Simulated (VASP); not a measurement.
Method: SCAN meta-GGA, VASP's PBE PAW potentials (set 64) (plane waves; VASP 6.6.1).

The input files of a VASP run:

**INCAR**
```
SYSTEM = AgCl
PREC = Accurate
ENCUT = 520
EDIFF = 1E-7
NELM = 100
ALGO = Normal
LREAL = .FALSE.
LASPH = .TRUE.
ISMEAR = 0
SIGMA = 0.05
METAGGA = SCAN
LMIXTAU = .TRUE.
LMAXMIX = 4
LWAVE = .FALSE.
LCHARG = .FALSE.
ISIF = 2
```

### KPOINTS
```
Automatic mesh
0
G
8 8 8
0 0 0
```

### POSCAR
```
AgCl
2.7033050
  0.0000000000   0.9999999213   0.9999999213
  0.9999999213   0.0000000000   0.9999999213
  0.9999999213   0.9999999213   0.0000000000
Ag Cl
1 1
Cart
  0.9999999213   0.0000000000   0.9999999213
  0.9999999213   0.9999999213   0.9999999213
```

POTCAR, in this order: Ag Cl (PBE.64 set). Program: vasp_std.

What VASP printed:

File OUTCAR:
```
 ion  position               nearest neighbor table
   1  0.000  0.000  0.000-   2 2.70   2 2.70   2 2.70   2 2.70   2 2.70   2 2.70
   2  0.500  0.500  0.500-   1 2.70   1 2.70   1 2.70   1 2.70   1 2.70   1 2.70
  LATTYP: Found a face centered cubic cell.
 ALAT       =     5.4066095744
 Subroutine PRICEL returns:
 Original cell was already a primitive cell.
 Subroutine GETGRP returns: Found 48 space group operations
The static configuration has the point symmetry O_h .
The dynamic configuration has the point symmetry O_h .
 Subroutine INISYM returns: Found 48 space group operations
 Subroutine IBZKPT returns following result:
 Found     29 irreducible k-points:

 Following reciprocal coordinates:
            Coordinates               Weight
  0.000000  0.000000  0.000000      1.000000
  0.125000  0.000000  0.000000      8.000000
  0.250000  0.000000  0.000000      8.000000
  0.375000  0.000000  0.000000      8.000000
  0.500000  0.000000  0.000000      4.000000
  0.125000  0.125000  0.000000      6.000000
  0.250000  0.125000  0.000000     24.000000
  0.375000  0.125000  0.000000     24.000000
  0.500000  0.125000  0.000000     24.000000
 -0.375000  0.125000  0.000000     24.000000
 -0.250000  0.125000  0.000000     24.000000
 -0.125000  0.125000  0.000000     12.000000
  0.250000  0.250000  0.000000      6.000000
  0.375000  0.250000  0.000000     24.000000
  0.500000  0.250000  0.000000     24.000000
 -0.375000  0.250000  0.000000     24.000000
 -0.250000  0.250000  0.000000     12.000000
  0.375000  0.375000  0.000000      6.000000
  0.500000  0.375000  0.000000     24.000000
 -0.375000  0.375000  0.000000     12.000000
  0.500000  0.500000  0.000000      3.000000
  0.375000  0.250000  0.125000     24.000000
  0.500000  0.250000  0.125000     48.000000
 -0.375000  0.250000  0.125000     24.000000
  0.500000  0.375000  0.125000     24.000000
 -0.375000  0.375000  0.125000     48.000000
 -0.250000  0.375000  0.125000     24.000000
 -0.375000  0.500000  0.125000     12.000000
 -0.250000  0.500000  0.250000      6.000000
   k-points           NKPTS =     29   k-points in BZ     NKDIM =     29   number of bands    NBANDS=     13
   number of dos      NEDOS =    301   number of ions     NIONS =      2
   total plane-waves  NPLWV =  21952
   dimension x,y,z NGX =    28 NGY =   28 NGZ =   28
   dimension x,y,z NGXF=    56 NGYF=   56 NGZF=   56
   ions per type =               1   1
   PREC   = accura    normal or accurate (medium, high low for compatibility)
   ISTART =      0    job   : 0-new  1-cont  2-samecut
   ICHARG =      2    charge: 1-file 2-atom 10-const
   ISPIN  =      1    spin polarized calculation?
   LNONCOLLINEAR =      F non collinear calculations
   LSORBIT =      F    spin-orbit coupling
   INIWAV =      1    electr: 0-lowe 1-rand  2-diag
   ENCUT  =  520.0 eV  38.22 Ry    6.18 a.u.   7.11  7.11  7.11*2*pi/ulx,y,z
   NELM   =    100;   NELMIN=  2; NELMDL= -5     # of ELM steps
   EDIFF  = 0.1E-06   stopping-criterion for ELM
   LREAL  =      F    real-space projection
   NLSPLINE    = F    spline interpolate recip. space projectors
   LMAXMIX     =    4 max onsite mixed and CHGCAR
   VOSKOWN=      0    Vosko Wilk Nusair interpolation
   EDIFFG = 0.1E-05   stopping-criterion for IOM
   NSW    =      0    number of steps for IOM
   NBLOCK =      1;   KBLOCK =      1    inner block; outer block
   IBRION =     -1    ionic relax: 0-MD 1-quasi-New 2-CG
   NFREE  =      0    steps in history (QN), initial steepest desc. (CG)
   ISIF   =      2    stress and relaxation
   ISYM   =      2    0-nonsym 1-usesym 2-fastsym
   TEIN   =    0.0    initial temperature
   TEBEG  =    0.0;   TEEND  =   0.0 temperature during run
   SMASS  =  -3.00    Nose mass-parameter (am)
...
```

**OSZICAR**
```
       N       E                     dE             d eps       ncg     rms          rms(c)
DAV:   1     0.691979021624E+02    0.69198E+02   -0.89941E+03   762   0.129E+03
DAV:   2    -0.412422201763E+02   -0.11044E+03   -0.10347E+03   899   0.267E+02
DAV:   3    -0.457110881491E+02   -0.44689E+01   -0.44546E+01   879   0.583E+01
DAV:   4    -0.457445330766E+02   -0.33445E-01   -0.33442E-01   864   0.568E+00
DAV:   5    -0.457449891506E+02   -0.45607E-03   -0.45607E-03   884   0.665E-01    0.868E+00
DAV:   6    -0.398451645200E+02    0.58998E+01   -0.66001E+00   754   0.324E+01    0.813E+00
DAV:   7    -0.404150304880E+02   -0.56987E+00   -0.52680E-01   754   0.112E+01    0.443E+00
DAV:   8    -0.403833340344E+02    0.31696E-01   -0.15358E-01   764   0.469E+00    0.170E+00
DAV:   9    -0.403624863857E+02    0.20848E-01   -0.62859E-02   774   0.315E+00    0.612E-01
DAV:  10    -0.403929485023E+02   -0.30462E-01   -0.31167E-02   764   0.234E+00    0.259E-01
DAV:  11    -0.403960467375E+02   -0.30982E-02   -0.68600E-03   754   0.103E+00    0.151E-01
DAV:  12    -0.403956866574E+02    0.36008E-03   -0.59531E-04   789   0.344E-01    0.721E-02
DAV:  13    -0.403958552056E+02   -0.16855E-03   -0.24900E-04   814   0.245E-01    0.119E-02
DAV:  14    -0.403958262532E+02    0.28952E-04   -0.38828E-05   764   0.709E-02    0.178E-02
DAV:  15    -0.403958968368E+02   -0.70584E-04   -0.25839E-05   754   0.703E-02    0.200E-02
DAV:  16    -0.403958845621E+02    0.12275E-04   -0.18604E-05   769   0.608E-02    0.222E-03
DAV:  17    -0.403958836257E+02    0.93638E-06   -0.11074E-06   794   0.110E-02    0.233E-03
DAV:  18    -0.403958838372E+02   -0.21158E-06   -0.31136E-08   402   0.231E-03    0.125E-03
DAV:  19    -0.403958821081E+02    0.17292E-05   -0.41255E-08   377   0.230E-03    0.110E-03
DAV:  20    -0.403958812790E+02    0.82913E-06   -0.19448E-08   377   0.213E-03    0.773E-04
DAV:  21    -0.403958811174E+02    0.16152E-06   -0.25056E-09   377   0.678E-04    0.258E-04
DAV:  22    -0.403958811618E+02   -0.44309E-07   -0.61891E-10   377   0.272E-04
   1 F= -.40395881E+02 E0= -.40395881E+02  d E =-.153685E-15
```

File OUTCAR:
```
------------------------ aborting loop because EDIFF is reached ----------------------------------------
  FORCE on cell =-STRESS in cart. coord.  units (eV):
  Direction    XX          YY          ZZ          XY          YZ          ZX
  --------------------------------------------------------------------------------------
  Total        0.9890607      0.9890607      0.9890607     -0.0000000     -0.0000000      0.0000000
  in kB       40.1068453     40.1068453     40.1068453     -0.0000000     -0.0000000      0.0000000
  external PRESSURE =      40.1068453 kB  Pullay stress =       0.0000000 kB
  volume of cell :       39.51
      direct lattice vectors                 reciprocal lattice vectors
     0.000000000  2.703304787  2.703304787    -0.184958796  0.184958796  0.184958796
     2.703304787  0.000000000  2.703304787     0.184958796 -0.184958796  0.184958796
     2.703304787  2.703304787  0.000000000     0.184958796  0.184958796 -0.184958796
  FREE ENERGIE OF THE ION-ELECTRON SYSTEM (eV)
  ---------------------------------------------------
  free  energy   TOTEN  =       -40.3958811618 eV

  energy  without entropy=      -40.3958811618  energy(sigma->0) =      -40.39588116
```
(Selected blocks of OUTCAR.)

The compound is AgCl in the rock salt structure. This cell is one point of a volume scan, at 0.94 of the reference volume.
